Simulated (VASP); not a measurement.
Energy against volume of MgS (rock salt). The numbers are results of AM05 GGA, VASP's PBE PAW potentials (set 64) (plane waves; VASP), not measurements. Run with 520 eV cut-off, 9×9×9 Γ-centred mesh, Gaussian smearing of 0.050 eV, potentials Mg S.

```tsv
V (Å³/atom)	E (eV/atom)
16.387	-4.31043
16.910	-4.32333
17.433	-4.32741
17.956	-4.32392
```

Q: Fit these four points and predict the energy of the run at 18.479 Å³/atom.

A: A cubic in V^(−2/3), the third-order Birch-Murnaghan form, passes through the four points with V0 = 17.44 Å³/atom and B0 = 77 GPa, and gives -4.3139 eV/atom there. The run gave -4.3139 eV/atom, -0.0 meV/atom from the fit; all five points give B0 = 77 GPa.

The compound is MgS in the rock salt structure. It was relaxed first.
